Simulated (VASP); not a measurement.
All values below come from r2SCAN+rVV10, VASP's PBE PAW potentials (set 64) (plane waves; VASP 6.6.1).

The input files of a VASP run:

### KPOINTS_OPT
```
k-points along high-symmetry lines
10
Line-mode
Reciprocal
  0.000000   0.000000   0.000000 ! GAMMA
  0.500000   0.000000   0.500000 ! X

  0.500000   0.000000   0.500000 ! X
  0.625000   0.250000   0.625000 ! U

  0.375000   0.375000   0.750000 ! K
  0.000000   0.000000   0.000000 ! GAMMA

  0.000000   0.000000   0.000000 ! GAMMA
  0.500000   0.500000   0.500000 ! L

  0.500000   0.500000   0.500000 ! L
  0.500000   0.250000   0.750000 ! W

  0.500000   0.250000   0.750000 ! W
  0.500000   0.000000   0.500000 ! X
```

### POSCAR
```
SrO
1
    0.0000000000     2.5761468160     2.5761468160
    2.5761468160    -0.0000000000     2.5761468160
    2.5761468160     2.5761468160     0.0000000000
Sr O
1 1
Direct
  0.0000000000   0.0000000000   0.0000000000
  0.5000000000   0.5000000000   0.5000000000
```

**INCAR**
```
# general
SYSTEM  =SrO
PREC    =Accurate
ENCUT   =520
LREAL   =.FALSE.
LASPH   =.TRUE.   # aspherical one-centre terms

# electronic loop
EDIFF   =1E-7   # SCF stop (eV)
NELM    =100   # most electronic steps
ALGO    =Normal   # blocked Davidson
LMAXMIX =4   # l cut-off of mixed one-centre charges
LMIXTAU =.TRUE.

# smearing
ISMEAR  =-5

# functional
METAGGA =R2SCAN
LUSE_VDW=.TRUE.
BPARAM  =11.95
CPARAM  =0.0093

# ions
ISIF    =2

# output
LWAVE   =.FALSE.
LCHARG  =.FALSE.
LORBIT  =11   # lm-projected
NEDOS   =601
```

**KPOINTS**
```
Regular mesh
0
Gamma
10 10 10
```

POTCAR, in this order: Sr_sv O (PBE.64 set). Program: vasp_std.

The resulting files:

OUTCAR:
```
 ion  position               nearest neighbor table
   1  0.000  0.000  0.000-   2 2.58   2 2.58   2 2.58   2 2.58   2 2.58   2 2.58
   2  0.500  0.500  0.500-   1 2.58   1 2.58   1 2.58   1 2.58   1 2.58   1 2.58
  LATTYP: Found a face centered cubic cell.
 ALAT       =     5.1522936320
 Subroutine PRICEL returns:
 Original cell was already a primitive cell.
 Subroutine GETGRP returns: Found 48 space group operations
The static configuration has the point symmetry O_h .
The dynamic configuration has the point symmetry O_h .
 Subroutine INISYM returns: Found 48 space group operations
 Subroutine IBZKPT returns following result:
 Found     47 irreducible k-points:

 Following reciprocal coordinates:
            Coordinates               Weight
  0.000000  0.000000  0.000000      1.000000
  0.100000  0.000000  0.000000      8.000000
  0.200000  0.000000  0.000000      8.000000
  0.300000  0.000000  0.000000      8.000000
  0.400000  0.000000  0.000000      8.000000
  0.500000  0.000000  0.000000      4.000000
  0.100000  0.100000  0.000000      6.000000
  0.200000  0.100000  0.000000     24.000000
  0.300000  0.100000  0.000000     24.000000
...
```

OSZICAR:
```
       N       E                     dE             d eps       ncg     rms          rms(c)
DAV:   1     0.598867356494E+02    0.59887E+02   -0.89851E+03  1128   0.134E+03
DAV:   2    -0.304331354214E+02   -0.90320E+02   -0.83717E+02  1548   0.262E+02
DAV:   3    -0.341870510778E+02   -0.37539E+01   -0.37281E+01  1496   0.516E+01
DAV:   4    -0.343042764040E+02   -0.11723E+00   -0.11715E+00  1568   0.783E+00
DAV:   5    -0.343058898163E+02   -0.16134E-02   -0.16133E-02  1484   0.827E-01    0.164E+01
DAV:   6    -0.264743640661E+02    0.78315E+01   -0.64902E+00  1368   0.210E+01    0.149E+01
DAV:   7    -0.264594717664E+02    0.14892E-01   -0.44667E-01  1488   0.736E+00    0.885E+00
DAV:   8    -0.275749823016E+02   -0.11155E+01   -0.52868E-01  1180   0.982E+00    0.129E+00
DAV:   9    -0.263700914713E+02    0.12049E+01   -0.35316E-01  1168   0.823E+00    0.322E-01
DAV:  10    -0.266605125181E+02   -0.29042E+00   -0.14741E-01  1184   0.462E+00    0.262E-01
DAV:  11    -0.266545889779E+02    0.59235E-02   -0.34570E-03  1640   0.777E-01    0.153E-01
DAV:  12    -0.266536571494E+02    0.93183E-03   -0.19876E-03  1348   0.543E-01    0.158E-01
DAV:  13    -0.266565904198E+02   -0.29333E-02   -0.30022E-03  1168   0.772E-01    0.649E-02
DAV:  14    -0.266567066485E+02   -0.11623E-03   -0.29356E-04  1284   0.212E-01    0.627E-02
DAV:  15    -0.266571708099E+02   -0.46416E-03   -0.60848E-04  1180   0.336E-01    0.918E-02
DAV:  16    -0.266577423227E+02   -0.57151E-03   -0.29362E-04  1164   0.232E-01    0.264E-02
DAV:  17    -0.266577458203E+02   -0.34976E-05   -0.93079E-06  1632   0.330E-02    0.295E-02
DAV:  18    -0.266577414851E+02    0.43351E-05   -0.76443E-06  1164   0.277E-02    0.216E-02
DAV:  19    -0.266577373544E+02    0.41307E-05   -0.28527E-06  1180   0.215E-02    0.109E-02
DAV:  20    -0.266577371276E+02    0.22680E-06   -0.22816E-06  1444   0.129E-02    0.951E-03
DAV:  21    -0.266577364209E+02    0.70669E-06   -0.22378E-07  1128   0.528E-03    0.769E-03
DAV:  22    -0.266577359266E+02    0.49431E-06   -0.34907E-08   612   0.236E-03    0.497E-03
DAV:  23    -0.266577365410E+02   -0.61440E-06   -0.76506E-08   780   0.354E-03    0.295E-03
DAV:  24    -0.266577363508E+02    0.19028E-06   -0.15439E-08   600   0.158E-03    0.212E-03
DAV:  25    -0.266577365138E+02   -0.16307E-06   -0.22911E-08   600   0.173E-03    0.925E-04
DAV:  26    -0.266577365403E+02   -0.26433E-07   -0.65040E-09   588   0.108E-03
   1 F= -.26657737E+02 E0= -.26657737E+02  d E =0.000000E+00
       N       E                     dE             ncg
       N       E                     dE             ncg
```

File OUTCAR:
```
------------------------ aborting loop because EDIFF is reached ----------------------------------------
  FORCE on cell =-STRESS in cart. coord.  units (eV):
  Direction    XX          YY          ZZ          XY          YZ          ZX
  --------------------------------------------------------------------------------------
  Total       -0.0002252     -0.0002252     -0.0002252     -0.0000000     -0.0000000      0.0000000
  in kB       -0.0105507     -0.0105507     -0.0105507     -0.0000000     -0.0000000      0.0000000
  external PRESSURE =      -0.0105507 kB  Pullay stress =       0.0000000 kB
  volume of cell :       34.19
      direct lattice vectors                 reciprocal lattice vectors
     0.000000000  2.576146816  2.576146816    -0.194088317  0.194088317  0.194088317
     2.576146816  0.000000000  2.576146816     0.194088317 -0.194088317  0.194088317
     2.576146816  2.576146816  0.000000000     0.194088317  0.194088317 -0.194088317
  FREE ENERGIE OF THE ION-ELECTRON SYSTEM (eV)
  ---------------------------------------------------
  free  energy   TOTEN  =       -26.6577365403 eV

  energy  without entropy=      -26.6577365403  energy(sigma->0) =      -26.65773654

 total charge

# of ion       s       p       d       tot
------------------------------------------
    1        2.015   5.899   0.238   8.152
    2        1.554   3.443   0.000   4.998
--------------------------------------------------
tot          3.569   9.342   0.238  13.149
```
(Selected blocks of OUTCAR.)

The compound is SrO in the rock salt structure. It was relaxed first.
